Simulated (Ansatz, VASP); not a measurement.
# Nb2CSO (Nb2COS MXene bilayer, AA) in two plane-wave programs, part 2 of 2

Wanted: the spread between two codes on one cell, functional and k mesh. The structure shown is the start of the Ansatz relaxation below; VASP solves that cell, so the two are compared at the walk's first step.

VASP 6.6.1 and Ansatz 0.2.0.

So far: The structure; Ansatz: relaxation, LDA.

## 3. VASP: single point, LDA, start cell

Level of this step: LDA; plane waves and PAW (S, Nb_sv, C, O) (VASP).

The same cell, functional (in two slightly different forms), mesh and smearing now go to VASP, with its own data sets.

Lines of VASP's logs that name or quote its potential files are left out, and so is its time.

Contents of INCAR:

```
SYSTEM = Nb2CSO
PREC = Accurate
ENCUT = 520
EDIFF = 1E-06
NELM = 120
ISMEAR = -1
SIGMA = 0.05
LREAL = .FALSE.
ALGO = Normal
GGA = CA
NBANDS = 52
LASPH = .TRUE.
LORBIT = 11
LWAVE = .FALSE.
LCHARG = .FALSE.
ISIF = 2
LDIPOL = .TRUE.
IDIPOL = 3
DIPOL = 0.5 0.5 0.503
LVHAR = .TRUE.
GGA_COMPAT = .FALSE.
NELMDL = -8
KPAR = 2
```

Contents of POSCAR:

```
Nb2CSO
1.0
    3.1505760000      0.0000000000      0.0000000000
   -1.5752880000      2.7284790000      0.0000000000
    0.0000000000      0.0000000000     58.3673910000
S Nb C O
2 4 2 2
Direct
    0.3333333333      0.6666666667      0.3829192914
    0.3333333333      0.6666666667      0.5252709514
    0.6666666667      0.3333333333      0.4129480963
    0.3333333333      0.6666666667      0.4555449292
    0.6666666667      0.3333333333      0.5552997563
    0.3333333333      0.6666666667      0.5978966063
    0.0000000000      0.0000000000      0.4342465127
    0.0000000000      0.0000000000      0.5765981728
    0.6666666667      0.3333333333      0.4747290315
    0.6666666667      0.3333333333      0.6170807086
```

Contents of KPOINTS:

```
Automatic mesh
0
Gamma
12 12 1
0 0 0
```

PAW data sets: S, Nb_sv, C and O (LDA family, release 64).

Run with:

```
$ mpirun -np 2 vasp_std
```

Numbers of over 12 decimals in the logs are rounded to 6 here.

The log of the run:

```text
[banner, memory and clock lines left out]
running    2 mpi-ranks, on    1 nodes
 distrk:  each k-point on    1 cores,    2 groups
 distr:  one band on    1 cores,    1 groups

 POSCAR found type information on POSCAR S NbC O
 POSCAR found :  4 types and      10 ions
 LDA part: xc-table for (Slater(with rela. corr.)+CA(PZ))
 , standard interpolation
|                                                                             |
|           W    W    AA    RRRRR   N    N  II  N    N   GGGG   !!!           |
|           W    W   A  A   R    R  NN   N  II  NN   N  G    G  !!!           |
|           W    W  A    A  R    R  N N  N  II  N N  N  G       !!!           |
|           W WW W  AAAAAA  RRRRR   N  N N  II  N  N N  G  GGG   !            |
|           WW  WW  A    A  R   R   N   NN  II  N   NN  G    G                |
|           W    W  A    A  R    R  N    N  II  N    N   GGGG   !!!           |
|                                                                             |
|     One of the lattice vectors is very long (>50 A), but AMIN is rather     |
|     large. This can spoil convergence since charge sloshing might occur     |
|     along the long lattice vector. If problems with convergence are         |
|     observed, try to decrease AMIN to a smaller value (e.g. 0.01).          |
|     Note: This warning only applies if the self-consistency cycle is        |
|     used.                                                                   |
|                                                                             |

 POSCAR, INCAR and KPOINTS ok, starting setup
 FFT: planning ... GRIDC
 FFT: planning ... GRID_SOFT
 FFT: planning ... GRID
 WAVECAR not read
 entering main loop
       N       E                     dE             d eps       ncg     rms          rms(c)
DAV:   1     0.886482229138E+03    0.88648E+03   -0.41936E+04  2480   0.135E+03
DAV:   2     0.377170223860E+00   -0.88611E+03   -0.86674E+03  2880   0.513E+02
DAV:   3    -0.106039677250E+03   -0.10642E+03   -0.10540E+03  2968   0.145E+02
DAV:   4    -0.113666583398E+03   -0.76269E+01   -0.75728E+01  3432   0.433E+01
DAV:   5    -0.114241664158E+03   -0.57508E+00   -0.57418E+00  3456   0.920E+00
DAV:   6    -0.114263056224E+03   -0.21392E-01   -0.21370E-01  3504   0.207E+00
DAV:   7    -0.114264104054E+03   -0.10478E-02   -0.10469E-02  3480   0.429E-01
DAV:   8    -0.114264165547E+03   -0.61493E-04   -0.61424E-04  3472   0.852E-02    0.268E+01
DAV:   9    -0.100028562482E+03    0.14236E+02   -0.99401E+01  2968   0.458E+01    0.120E+01
DAV:  10    -0.103756697335E+03   -0.37281E+01   -0.50668E+01  3304   0.225E+01    0.898E+00
DAV:  11    -0.163373139195E+03   -0.59616E+02   -0.37569E+02  3560   0.423E+01    0.344E+01
DAV:  12    -0.100923137715E+03    0.62450E+02   -0.13441E+02  3080   0.356E+01    0.956E+00
DAV:  13    -0.990688118866E+02    0.18543E+01   -0.50654E+01  3248   0.178E+01    0.489E+00
DAV:  14    -0.992597744184E+02   -0.19096E+00   -0.12366E+01  3184   0.122E+01    0.275E+00
[...]
DAV:  32    -0.990136339448E+02   -0.17259E-04   -0.20460E-06  1772   0.723E-03    0.485E-03
DAV:  33    -0.990136507755E+02   -0.16831E-04   -0.65467E-07  1388   0.557E-03    0.399E-03
DAV:  34    -0.990136630974E+02   -0.12322E-04   -0.53811E-07  1356   0.477E-03    0.343E-03
DAV:  35    -0.990136666940E+02   -0.35966E-05   -0.39171E-07  1244   0.515E-03    0.239E-03
DAV:  36    -0.990136709296E+02   -0.42356E-05   -0.52575E-07  1216   0.455E-03    0.235E-03
DAV:  37    -0.990136737764E+02   -0.28468E-05   -0.53305E-07  1216   0.531E-03    0.166E-03
DAV:  38    -0.990136748802E+02   -0.11038E-05   -0.30426E-07  1328   0.425E-03    0.185E-03
DAV:  39    -0.990136751433E+02   -0.26305E-06   -0.11314E-07  1216   0.260E-03
   1 F= -.99013675E+02 E0= -.98998704E+02  d E =-.299415E-01
```

Parts of OUTCAR (step 3):

```text
ion  position               nearest neighbor table
   1  0.333  0.667  0.383-   3 2.53   3 2.53   3 2.53
   2  0.333  0.667  0.525-   5 2.53   5 2.53   5 2.53
   3  0.667  0.333  0.413-   7 2.20   7 2.20   7 2.20   1 2.53   1 2.53   1 2.53
   4  0.333  0.667  0.456-   9 2.14   9 2.14   9 2.14   7 2.20   7 2.20   7 2.20
   5  0.667  0.333  0.555-   8 2.20   8 2.20   8 2.20   2 2.53   2 2.53   2 2.53
   6  0.333  0.667  0.598-  10 2.14  10 2.14  10 2.14   8 2.20   8 2.20   8 2.20
   7  0.000  0.000  0.434-   3 2.20   3 2.20   4 2.20   4 2.20   3 2.20   4 2.20
   8  0.000  0.000  0.577-   5 2.20   5 2.20   5 2.20   6 2.20   6 2.20   6 2.20
   9  0.667  0.333  0.475-   4 2.14   4 2.14   4 2.14
  10  0.667  0.333  0.617-   6 2.14   6 2.14   6 2.14

  LATTYP: Found a hexagonal cell.
 ALAT       =     3.1505760000
 C/A-ratio  =    18.5259428752

 Subroutine GETGRP returns: Found  6 space group operations
 (whereof  6 operations were pure point group operations)

The static configuration has the point symmetry C_3v.

 Found     19 irreducible k-points:

   k-points           NKPTS =     19   k-points in BZ     NKDIM =     19   number of bands    NBANDS=     52

   dimension x,y,z NGX =    24 NGY =   24 NGZ =  448
   dimension x,y,z NGXF=    48 NGYF=   48 NGZF=  896

   ENCUT  =  520.0 eV  38.22 Ry    6.18 a.u.   5.86  5.86108.52*2*pi/ulx,y,z

   NELECT =      84.0000    total number of electrons

 k-points in reciprocal lattice and weights: Automatic mesh
   0.00000000  0.00000000  0.00000000       0.007
   0.08333333  0.00000000  0.00000000       0.042
   0.16666667  0.00000000  0.00000000       0.042
   0.25000000  0.00000000  0.00000000       0.042
   0.33333333  0.00000000  0.00000000       0.042
   0.41666667  0.00000000  0.00000000       0.042
   0.50000000  0.00000000  0.00000000       0.021
   0.08333333  0.08333333  0.00000000       0.042
   0.16666667  0.08333333  0.00000000       0.083
[...]
0.33333333  0.25000000  0.00000000       0.083
   0.33333333  0.33333333  0.00000000       0.014

 dipolmoment           0.000000      0.000000      0.034070 electrons x Angstroem

 average (electrostatic) potential at core
       1 -93.9238       2 -93.9203       3 -90.9755       4 -91.7480       5 -90.9625
       6 -91.7531       7 -61.1646       8 -61.1597       9 -78.8319      10 -78.7678

 E-fermi :  -2.0402

 k-point     1 :       0.0000    0.0000    0.0000
  band No.  band energies     occupation
    ...
     42      -2.2390      1.96314
     43      -2.1837      1.89271
     44      -2.1837      1.89271
     45      -2.1598      1.83226
     46      -2.1598      1.83226
     47      -0.7112      0.00000
     48      -0.7112      0.00000
     49      -0.6988      0.00000
     50      -0.6988      0.00000
     51       0.2896      0.00000
    ...

 k-point     2 :       0.0833    0.0000    0.0000
  band No.  band energies     occupation
    ...
     38      -3.3232      2.00000
     39      -3.0385      2.00000
     40      -3.0201      2.00000
     41      -2.6012      1.99997
     42      -2.5393      1.99991
     43      -1.8882      0.09123
     44      -1.8583      0.05122
     45      -1.7626      0.00772
     46      -1.6666      0.00114
     47      -0.6989      0.00000
    ...

 k-point     3 :       0.1667    0.0000    0.0000
  band No.  band energies     occupation
    ...
     38      -3.8080      2.00000
     39      -3.2901      2.00000
     40      -3.2719      2.00000
     41      -3.0811      2.00000
     42      -3.0092      2.00000
     43      -1.6187      0.00044
     44      -1.5899      0.00025
     45      -1.4051      0.00001
     46      -1.2473      0.00000
     47      -0.6883      0.00000
    ...

  Total       -5.7398546     -5.7398552    -12.2965595      0.0000000      0.0000000      0.0000000
  in kB      -18.3286559    -18.3286579    -39.2656999      0.0000000      0.0000000      0.0000000
  external PRESSURE =     -25.3076712 kB  Pullay stress =       0.0000000 kB

  energy-cutoff  :      520.00
  volume of cell :      501.74
      direct lattice vectors                 reciprocal lattice vectors
     3.150576000  0.000000000  0.000000000     0.317402278  0.183252281  0.000000000
    -1.575288000  2.728479000  0.000000000     0.000000000  0.366504562  0.000000000
     0.000000000  0.000000000 58.367391000     0.000000000  0.000000000  0.017132854

 POSITION                                       TOTAL-FORCE (eV/Angst)
 -----------------------------------------------------------------------------------
     -0.00000      1.81899     22.35000         0.000000      0.000000      1.296411
     -0.00000      1.81899     30.65870        -0.000000     -0.000000      1.240792
      1.57529      0.90949     24.10270        -0.000000     -0.000000     -0.435421
     -0.00000      1.81899     26.58897         0.000000     -0.000000      0.603958
      1.57529      0.90949     32.41140        -0.000000     -0.000000     -0.497000
     -0.00000      1.81899     34.89766         0.000000     -0.000000      0.789771
      0.00000      0.00000     25.34584        -0.000000     -0.000000     -0.044075
      0.00000      0.00000     33.65453        -0.000000     -0.000000     -0.059037
      1.57529      0.90949     27.70870         0.000000      0.000000     -1.344151
      1.57529      0.90949     36.01739        -0.000000      0.000000     -1.551248
 -----------------------------------------------------------------------------------
    total drift:                               -0.000000     -0.000007     -0.000152

  FREE ENERGIE OF THE ION-ELECTRON SYSTEM (eV)
  ---------------------------------------------------
  free  energy   TOTEN  =       -99.0136751433 eV

  energy  without entropy=      -98.9837336588  energy(sigma->0) =      -98.99870440

 vacuum level on the upper side and lower side of the slab         4.399         3.682

 total charge
# of ion       s       p       d       tot
------------------------------------------
    1        1.367   2.307   0.000   3.674
    2        1.369   2.297   0.000   3.667
    3        2.172   6.071   2.438  10.680
    4        2.168   6.082   2.276  10.526
    5        2.172   6.071   2.438  10.681
    6        2.168   6.082   2.271  10.522
    7        0.878   1.558   0.000   2.436
    8        0.878   1.558   0.000   2.436
    9        1.561   3.387   0.000   4.948
   10        1.561   3.385   0.000   4.946
--------------------------------------------------
tot         16.295  38.798   9.423  64.516

[... 3 further parts left out ...]
```

## 4. Side by side

Known differences besides the potentials themselves: the two LDA forms differ slightly; Ansatz cuts the interaction across the vacuum, VASP repeats the sheet with a dipole correction; the cutoff is 420 eV in Ansatz and 520 eV in VASP; VASP's log shows a relativistic correction to its local exchange, Ansatz's none. Total energies have different zeros and are not compared.

Forces (eV/Å; atoms numbered as in POSCAR):

```
atom        Ansatz x, y, z          VASP x, y, z
  S1   0.000, 0.000, 1.281   0.000, 0.000, 1.296
  S2   0.000, 0.000, 1.224   0.000, 0.000, 1.241
 Nb3  0.000, 0.000, -0.410  0.000, 0.000, -0.435
 Nb4   0.000, 0.000, 0.617   0.000, 0.000, 0.604
 Nb5  0.000, 0.000, -0.469  0.000, 0.000, -0.497
 Nb6   0.000, 0.000, 0.792   0.000, 0.000, 0.790
  C7  0.000, 0.000, -0.041  0.000, 0.000, -0.044
  C8  0.000, 0.000, -0.055  0.000, 0.000, -0.059
  O9  0.000, 0.000, -1.370  0.000, 0.000, -1.344
 O10  0.000, 0.000, -1.570  0.000, 0.000, -1.551
```

The forces differ by 10 meV/Å r.m.s., which is 1.9 % of the r.m.s. force of 0.544 eV/Å (both taken over all components). With vacuum in the cell, a pressure given here is an average over mostly empty space and none of the material.

## 5. Outcome

| Quantity | Value |
| --- | --- |
| r.m.s. force difference (single point, LDA, start cell) | 1.9 % of the r.m.s. force |

In words: The r.m.s. force difference is 1.9 % of the r.m.s. force (single point, LDA, start cell), within the 3 % picked in this series as the mark of a large difference. 1 further run of this series is not shown here. Such differences can come from data sets, numerical settings and the points named under the comparisons, not from the functional's error against experiment.

[Lines on the potential files, build, host, timing and source positions are cut from VASP's logs without a mark.]

[Logs are printed without paths, hosts, clocks, repeated set-up lines and the standing remarks that a program may print on its own settings, such as how far it seeks lower states.]

[Hosts, paths, dates, database ids (printed as entryN), source tags and the programs' standing remarks are cut or masked in the printed files.]
